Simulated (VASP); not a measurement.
VASP runs on Cu3N share one base input (LDA (Ceperley-Alder, Perdew-Zunger), plane waves, VASP's LDA PAW potentials (set 64)) and change the settings named in each case.

### INCAR
```
SYSTEM = Cu3N
PREC = Accurate; ENCUT = 400; LREAL = .FALSE.
LASPH = .TRUE.
EDIFF = 1E-6; NELM = 100; ALGO = Normal
LMAXMIX = 4
ISMEAR = 1; SIGMA = 0.136
ISIF = 2
LWAVE = .FALSE.; LCHARG = .FALSE.
```

### KPOINTS
```
kpoints
0
Gamma
7 7 1
0 0 0
```

POSCAR:
```
Cu3N
1
    3.8395060000     0.0000000000     0.0000000000
    0.0000000000     3.8395060000     0.0000000000
    0.0000000000     0.0000000000    25.5368000000
Cu N
9 3
Direct
  0.0000000000   0.5000000000   0.3879620000
  0.0000000000   0.0000000000   0.3132730000
  0.5000000000   0.0000000000   0.3879620000
  0.0000000000   0.5000000000   0.5373460000
  0.0000000000   0.0000000000   0.4626540000
  0.5000000000   0.0000000000   0.5373460000
  0.0000000000   0.5000000000   0.6867270000
  0.0000000000   0.0000000000   0.6120340000
  0.5000000000   0.0000000000   0.6867270000
  0.0000000000   0.0000000000   0.3879620000
  0.0000000000   0.0000000000   0.5373460000
  0.0000000000   0.0000000000   0.6867270000
```

POTCAR, in this order: Cu N (LDA.64 set). Program: vasp_std.

```
change                                                   E(σ→0) (eV/atom)  −TS (eV)
-------------------------------------------------------  ----------------  --------
base run                                                          -5.2715   -0.0068
GGA = PE, POTCAR Cu N (PBE.64 set)                                -4.4249   -0.0070
GGA = PS, POTCAR Cu N (PBE.64 set)                                -4.8894   -0.0071
GGA = RP, POTCAR Cu N (PBE.64 set)                                -4.0038   -0.0071
GGA = RE, POTCAR Cu N (PBE.64 set)                                -4.0805   -0.0071
GGA = 91, POTCAR Cu N (PBE.64 set)                                -4.4484   -0.0069
IVDW = 10 (refused)                                                     -         -
GGA = PS, IVDW = 10, POTCAR Cu N (PBE.64 set) (refused)                 -         -
IVDW = 11 (refused)                                                     -         -
IVDW = 12 (refused)                                                     -         -
IVDW = 13 (refused)                                                     -         -
GGA = RE, IVDW = 13, POTCAR Cu N (PBE.64 set)                     -4.6175   -0.0071
```
 Energies of different potentials or functionals have different zeros.  The cell holds a wide vacuum, so values per volume refer to the whole cell.

Left out are runs that ran out of time, are held back, or changed the cell or the kind of run, fixed moments of cells without a moment, rows past the twelfth, gaps on odd meshes, pressures of charged cells and columns that move by less than the noise.

The cell is a sheet or thin cut with vacuum, built from a database entry that may be metastable or hypothetical.
